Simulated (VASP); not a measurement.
OSZICAR of a VASP run on CrO$_{2}$ (rutile):

### OSZICAR
```
       N       E                     dE             d eps       ncg     rms          rms(c)
DAV:   1     0.609364751442E+03    0.60936E+03   -0.26910E+04  7200   0.182E+03
DAV:   2     0.189139697160E+01   -0.60747E+03   -0.57102E+03  7756   0.530E+02
DAV:   3    -0.691037864254E+02   -0.70995E+02   -0.69241E+02  8684   0.175E+02
DAV:   4    -0.710754905320E+02   -0.19717E+01   -0.19044E+01  8468   0.287E+01
DAV:   5    -0.711235896586E+02   -0.48099E-01   -0.47926E-01  9346   0.448E+00    0.384E+01
DAV:   6    -0.633691870582E+02    0.77544E+01   -0.15208E+02  8406   0.104E+02    0.357E+01
DAV:   7    -0.579317924344E+02    0.54374E+01   -0.92792E+01  8720   0.994E+01    0.169E+01
DAV:   8    -0.561527150361E+02    0.17791E+01   -0.62222E+00  7952   0.225E+01    0.726E+00
DAV:   9    -0.556729694353E+02    0.47975E+00   -0.21562E+00  9688   0.130E+01    0.203E+00
DAV:  10    -0.556797291721E+02   -0.67597E-02   -0.15198E-01  8068   0.334E+00    0.112E+00
DAV:  11    -0.556767194709E+02    0.30097E-02   -0.18667E-02  9572   0.119E+00    0.586E-01
DAV:  12    -0.556754963402E+02    0.12231E-02   -0.50387E-03  9670   0.607E-01    0.256E-01
DAV:  13    -0.556753716190E+02    0.12472E-03   -0.80630E-04  9590   0.266E-01    0.100E-01
DAV:  14    -0.556753542324E+02    0.17387E-04   -0.13484E-04  8956   0.106E-01    0.404E-02
DAV:  15    -0.556753451746E+02    0.90578E-05   -0.36112E-05  9824   0.537E-02    0.146E-02
DAV:  16    -0.556753445935E+02    0.58111E-06   -0.43218E-06  8770   0.142E-02    0.522E-03
DAV:  17    -0.556753445391E+02    0.54449E-07   -0.23993E-07  6786   0.368E-03
   1 F= -.55675345E+02 E0= -.55675050E+02  d E =-.556753E+02  mag=     4.0007
```

Problem. Which electronic solver shows in the log?

Solution. It is blocked Davidson (ALGO = Normal, or the opening steps of other solvers). The INCAR had ALGO = Normal.

Problem. How was spin treated?

Solution. Collinear spin (ISPIN = 2): the summary line carries one mag value, 4.00 μB in the cell.

Problem. Can the final energy be trusted as converged?

Solution. The run converged. It stopped with EDIFF = 1E-7, NELM = 100, NSW = 30 and EDIFFG = -0.01 after 1 ionic step (LDA (Ceperley-Alder, Perdew-Zunger), plane waves, VASP's LDA PAW potentials (set 64)). The moments were started parallel, and other spin orders were not tried in this run.

The compound is CrO2 in the rutile structure. It was relaxed first.
